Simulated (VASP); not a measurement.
Method: revPBE GGA, VASP's PBE PAW potentials (set 64) (plane waves; VASP).

A VASP calculation is set up with these files.

**INCAR**
```
SYSTEM=Hf
PREC=Accurate; ENCUT=520; LREAL=.FALSE.
LASPH=.TRUE.
EDIFF=1E-6; NELM=100; ALGO=Normal
LMAXMIX=6
ISMEAR=1; SIGMA=0.1
GGA=RE
IBRION=2; NSW=60; ISIF=3
EDIFFG=-0.01
LWAVE=.FALSE.; LCHARG=.FALSE.
```

File KPOINTS:
```
Automatic mesh
0
gamma
 12 12 7
```

### POSCAR
```
Hf
1
    1.5950000000    -2.7626210000     0.0000000000
    1.5950000000     2.7626210000     0.0000000000
    0.0000000000     0.0000000000     5.0500000000
Hf
2
Direct
  0.3333330000   0.6666670000   0.2500000000
  0.6666670000   0.3333330000   0.7500000000
```

POTCAR, in this order: Hf_pv (PBE.64 set). Program: vasp_std.

What VASP printed:

File OUTCAR:
```
 ion  position               nearest neighbor table
   1  0.333  0.667  0.250-   2 3.13   2 3.13   2 3.13   2 3.13   2 3.13   2 3.13
   2  0.667  0.333  0.750-   1 3.13   1 3.13   1 3.13   1 3.13   1 3.13   1 3.13
  LATTYP: Found a hexagonal cell.
 ALAT       =     3.1899999670
 C/A-ratio  =     1.5830721167
 Subroutine PRICEL returns:
 Original cell was already a primitive cell.
 Subroutine GETGRP returns: Found 24 space group operations
The static configuration has the point symmetry D_3d.
 The point group associated with its full space group is D_6h.
The dynamic configuration has the point symmetry D_3d.
 Subroutine INISYM returns: Found 24 space group operations
 Subroutine IBZKPT returns following result:
 Found     76 irreducible k-points:

 Following reciprocal coordinates:
            Coordinates               Weight
  0.000000  0.000000  0.000000      1.000000
  0.083333  0.000000  0.000000      6.000000
  0.166667  0.000000  0.000000      6.000000
  0.250000  0.000000  0.000000      6.000000
  0.333333  0.000000  0.000000      6.000000
  0.416667  0.000000  0.000000      6.000000
  0.500000  0.000000  0.000000      3.000000
  0.083333  0.083333  0.000000      6.000000
  0.166667  0.083333  0.000000     12.000000
  0.250000  0.083333  0.000000     12.000000
  0.333333  0.083333  0.000000     12.000000
  0.416667  0.083333  0.000000     12.000000
  0.166667  0.166667  0.000000      6.000000
  0.250000  0.166667  0.000000     12.000000
  0.333333  0.166667  0.000000     12.000000
  0.416667  0.166667  0.000000      6.000000
  0.250000  0.250000  0.000000      6.000000
  0.333333  0.250000  0.000000     12.000000
  0.333333  0.333333  0.000000      2.000000
  0.000000  0.000000  0.142857      2.000000
  0.083333  0.000000  0.142857     12.000000
  0.166667  0.000000  0.142857     12.000000
...
```

File OSZICAR:
```
       N       E                     dE             d eps       ncg     rms          rms(c)
DAV:   1     0.490058555079E+02    0.49006E+02   -0.11768E+04  2136   0.136E+03
DAV:   2    -0.177155129121E+02   -0.66721E+02   -0.65542E+02  2692   0.273E+02
DAV:   3    -0.198094693322E+02   -0.20940E+01   -0.20438E+01  2890   0.313E+01
DAV:   4    -0.198284972123E+02   -0.19028E-01   -0.19024E-01  2428   0.373E+00
DAV:   5    -0.198288233096E+02   -0.32610E-03   -0.32608E-03  2954   0.381E-01    0.656E+01
DAV:   6    -0.193428921066E+02    0.48593E+00   -0.47780E-01  2254   0.544E+00    0.390E+01
DAV:   7    -0.191722218741E+02    0.17067E+00   -0.83019E-01  2278   0.687E+00    0.198E+00
DAV:   8    -0.191626295257E+02    0.95923E-02   -0.56040E-02  2326   0.181E+00    0.297E-01
DAV:   9    -0.191627292201E+02   -0.99694E-04   -0.11510E-03  3004   0.274E-01    0.217E-01
DAV:  10    -0.191627204556E+02    0.87644E-05   -0.84298E-05  2358   0.740E-02    0.398E-01
DAV:  11    -0.191627206030E+02   -0.14740E-06   -0.17328E-05  2656   0.346E-02    0.230E-02
DAV:  12    -0.191627212047E+02   -0.60164E-06   -0.96245E-07  1676   0.831E-03
   1 F= -.19162721E+02 E0= -.19162681E+02  d E =-.191627E+02
       N       E                     dE             d eps       ncg     rms          rms(c)
DAV:   1    -0.194673322779E+02   -0.30461E+00   -0.78038E+00  2128   0.242E+01    0.700E+00
DAV:   2    -0.192343323139E+02    0.23300E+00   -0.48488E-01  2188   0.572E+00    0.174E+00
DAV:   3    -0.191674446322E+02    0.66888E-01   -0.12973E-01  2200   0.264E+00    0.808E-01
DAV:   4    -0.191588537696E+02    0.85909E-02   -0.22238E-02  2446   0.114E+00    0.567E-01
DAV:   5    -0.191584807899E+02    0.37298E-03   -0.15122E-03  2668   0.244E-01    0.995E-02
DAV:   6    -0.191584856647E+02   -0.48748E-05   -0.54849E-05  2694   0.559E-02    0.488E-02
DAV:   7    -0.191584836858E+02    0.19789E-05   -0.28817E-06  2496   0.131E-02    0.777E-03
DAV:   8    -0.191584836672E+02    0.18639E-07   -0.49827E-08  1538   0.172E-03
   2 F= -.19158484E+02 E0= -.19158637E+02  d E =0.423754E-02
       N       E                     dE             d eps       ncg     rms          rms(c)
DAV:   1    -0.192648996248E+02   -0.10642E+00   -0.22845E+00  2128   0.131E+01    0.357E+00
DAV:   2    -0.191969288278E+02    0.67971E-01   -0.13235E-01  2152   0.305E+00    0.947E-01
DAV:   3    -0.191767551993E+02    0.20174E-01   -0.41387E-02  2194   0.154E+00    0.496E-01
DAV:   4    -0.191745938472E+02    0.21614E-02   -0.53053E-03  2476   0.570E-01    0.370E-01
DAV:   5    -0.191744706888E+02    0.12316E-03   -0.45836E-04  2680   0.135E-01    0.576E-02
DAV:   6    -0.191744750241E+02   -0.43353E-05   -0.13983E-05  2750   0.279E-02    0.255E-02
DAV:   7    -0.191744742127E+02    0.81143E-06   -0.49945E-07  1562   0.554E-03
   3 F= -.19174474E+02 E0= -.19174452E+02  d E =-.117530E-01
       N       E                     dE             d eps       ncg     rms          rms(c)
DAV:   1    -0.191744979293E+02   -0.22905E-04   -0.66071E-04  2170   0.224E-01    0.646E-02
DAV:   2    -0.191744787561E+02    0.19173E-04   -0.38904E-05  2224   0.523E-02    0.165E-02
DAV:   3    -0.191744730108E+02    0.57452E-05   -0.11776E-05  2290   0.259E-02    0.883E-03
DAV:   4    -0.191744725384E+02    0.47246E-06   -0.13676E-06  1280   0.972E-03
   4 F= -.19174473E+02 E0= -.19174449E+02  d E =-.117513E-01
```

OUTCAR:
```
------------------------ aborting loop because EDIFF is reached ----------------------------------------
  FORCE on cell =-STRESS in cart. coord.  units (eV):
  Direction    XX          YY          ZZ          XY          YZ          ZX
  --------------------------------------------------------------------------------------
  Total        0.0172957      0.0172957     -0.0110006      0.0000000      0.0000000      0.0000000
  in kB        0.6057634      0.6057634     -0.3852839      0.0000000      0.0000000      0.0000000
  external PRESSURE =       0.2754143 kB  Pullay stress =       0.0000000 kB
  volume of cell :       45.75
      direct lattice vectors                 reciprocal lattice vectors
     1.609997642 -2.788597677  0.000000000     0.310559461 -0.179301591  0.000000000
     1.609997642  2.788597677 -0.000000000     0.310559461  0.179301591 -0.000000000
     0.000000000  0.000000000  5.094537280     0.000000000  0.000000000  0.196288680
 POSITION                                       TOTAL-FORCE (eV/Angst)
 -----------------------------------------------------------------------------------
      1.61000      0.92953      1.27363         0.000000      0.000000      0.000000
      1.61000     -0.92953      3.82090         0.000000     -0.000000      0.000000
 -----------------------------------------------------------------------------------
    total drift:                               -0.000006      0.000186     -0.000016
  FREE ENERGIE OF THE ION-ELECTRON SYSTEM (eV)
  ---------------------------------------------------
  free  energy   TOTEN  =       -19.1744725384 eV

  energy  without entropy=      -19.1744032502  energy(sigma->0) =      -19.17444944

 reached required accuracy - stopping structural energy minimisation
```
(Selected blocks of OUTCAR.)

### CONTCAR
```
Hf
   1.00000000000000
     1.6099976419198061   -2.7885976767248564    0.0000000000000000
     1.6099976419198061    2.7885976767248564   -0.0000000000000000
     0.0000000000000000    0.0000000000000000    5.0945372797104094
  Hf
     2
Direct
     0.3333330000000032    0.6666669999999968    0.2500000000000000
     0.6666669999999968    0.3333330000000032    0.7500000000000000
```

Energy and stress use the plane-wave basis of the starting cell.

The compound is Hf in the hcp structure. This run relaxes it. Symmetry was kept, so distortions that lower it aren't found.
